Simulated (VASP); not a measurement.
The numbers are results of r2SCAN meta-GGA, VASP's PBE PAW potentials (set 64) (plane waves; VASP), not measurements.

The input files of a VASP run:

KPOINTS:
```
Automatic mesh
0
Gamma
10 10 10
0 0 0
```

**POSCAR**
```
CoSi2
2.6558240
  0.0000000000   1.0000001292   1.0000001292
  1.0000001292   0.0000000000   1.0000001292
  1.0000001292   1.0000001292   0.0000000000
Co Si
1 2
Cart
  0.0000000000   0.0000000000   0.0000000000
  0.5000000646   0.5000000646   0.5000000646
  1.5000001938   1.5000001938   1.5000001938
```

**INCAR**
```
PREC=Accurate
LMAXMIX=4   # l cut-off of mixed one-centre charges
LCHARG=.FALSE.
LWAVE=.FALSE.
ENCUT=480   # plane-wave cut-off (eV)
SIGMA=0.1   # width (eV)
LREAL=.FALSE.   # projection in real space or not
ISMEAR=1
ISIF=2
SYSTEM=CoSi2
METAGGA=R2SCAN
LASPH=.TRUE.   # aspherical one-centre terms
LMIXTAU=.TRUE.
ALGO=Normal   # blocked Davidson
NELM=100   # most electronic steps
EDIFF=1E-7   # SCF stop (eV)
```

POTCAR, in this order: Co Si (PBE.64 set). Program: vasp_std.

The resulting files:

**OSZICAR**
```
       N       E                     dE             d eps       ncg     rms          rms(c)
DAV:   1     0.577357368471E+02    0.57736E+02   -0.68701E+03  1128   0.131E+03
DAV:   2    -0.313799733862E+02   -0.89116E+02   -0.83320E+02  1160   0.259E+02
DAV:   3    -0.356623038865E+02   -0.42823E+01   -0.41469E+01  1420   0.668E+01
DAV:   4    -0.357651531110E+02   -0.10285E+00   -0.10263E+00  1364   0.976E+00
DAV:   5    -0.357684869018E+02   -0.33338E-02   -0.33333E-02  1516   0.189E+00    0.161E+01
DAV:   6    -0.369554728936E+02   -0.11870E+01   -0.45134E+01  1336   0.149E+02    0.181E+01
DAV:   7    -0.319773208577E+02    0.49782E+01   -0.15870E+01  1468   0.108E+02    0.455E+00
DAV:   8    -0.320371704202E+02   -0.59850E-01   -0.14147E+00  1704   0.160E+01    0.332E+00
DAV:   9    -0.320063587168E+02    0.30812E-01   -0.33656E-01  1372   0.133E+01    0.663E-01
DAV:  10    -0.320122684977E+02   -0.59098E-02   -0.12263E-02  1288   0.109E+00    0.511E-01
DAV:  11    -0.320102850668E+02    0.19834E-02   -0.62362E-03  1476   0.164E+00    0.713E-02
DAV:  12    -0.320110474625E+02   -0.76240E-03   -0.15415E-03  1332   0.591E-01    0.435E-02
DAV:  13    -0.320112845267E+02   -0.23706E-03   -0.24399E-04  1332   0.232E-01    0.168E-02
DAV:  14    -0.320112620396E+02    0.22487E-04   -0.24554E-05  1392   0.860E-02    0.511E-03
DAV:  15    -0.320112806546E+02   -0.18615E-04   -0.27264E-06  1308   0.240E-02    0.412E-03
DAV:  16    -0.320112721733E+02    0.84813E-05   -0.99462E-07  1428   0.205E-02    0.802E-04
DAV:  17    -0.320112753054E+02   -0.31321E-05   -0.26834E-07  1092   0.117E-02    0.124E-03
DAV:  18    -0.320112728491E+02    0.24562E-05   -0.11093E-07   648   0.803E-03    0.211E-04
DAV:  19    -0.320112736588E+02   -0.80967E-06   -0.10082E-08   620   0.142E-03    0.828E-05
DAV:  20    -0.320112736452E+02    0.13571E-07   -0.23022E-09   616   0.554E-04
   1 F= -.32011274E+02 E0= -.32011231E+02  d E =-.128147E-03
```

OUTCAR:
```
------------------------ aborting loop because EDIFF is reached ----------------------------------------
  FORCE on cell =-STRESS in cart. coord.  units (eV):
  Direction    XX          YY          ZZ          XY          YZ          ZX
  --------------------------------------------------------------------------------------
  Total        0.0576544      0.0576544      0.0576544     -0.0000000      0.0000000     -0.0000000
  in kB        2.4655553      2.4655553      2.4655553     -0.0000000      0.0000000     -0.0000000
  external PRESSURE =       2.4655553 kB  Pullay stress =       0.0000000 kB
  volume of cell :       37.47
      direct lattice vectors                 reciprocal lattice vectors
     0.000000000  2.655824343  2.655824343    -0.188265463  0.188265463  0.188265463
     2.655824343  0.000000000  2.655824343     0.188265463 -0.188265463  0.188265463
     2.655824343  2.655824343  0.000000000     0.188265463  0.188265463 -0.188265463
 POSITION                                       TOTAL-FORCE (eV/Angst)
 -----------------------------------------------------------------------------------
      0.00000      0.00000      0.00000        -0.000000      0.000000      0.000000
      1.32791      1.32791      1.32791        -0.000000     -0.000000      0.000000
      3.98374      3.98374      3.98374         0.000000      0.000000     -0.000000
 -----------------------------------------------------------------------------------
    total drift:                               -0.000000     -0.000000      0.000000
  FREE ENERGIE OF THE ION-ELECTRON SYSTEM (eV)
  ---------------------------------------------------
  free  energy   TOTEN  =       -32.0112736452 eV

  energy  without entropy=      -32.0111454978  energy(sigma->0) =      -32.01123093
```
(Selected blocks of OUTCAR.)

The compound is CoSi2 in the fluorite structure. It was relaxed first. The run is not spin-polarised, so no magnetic state was tried. The electron count is odd and the run is not spin-polarised, which forces a metal.
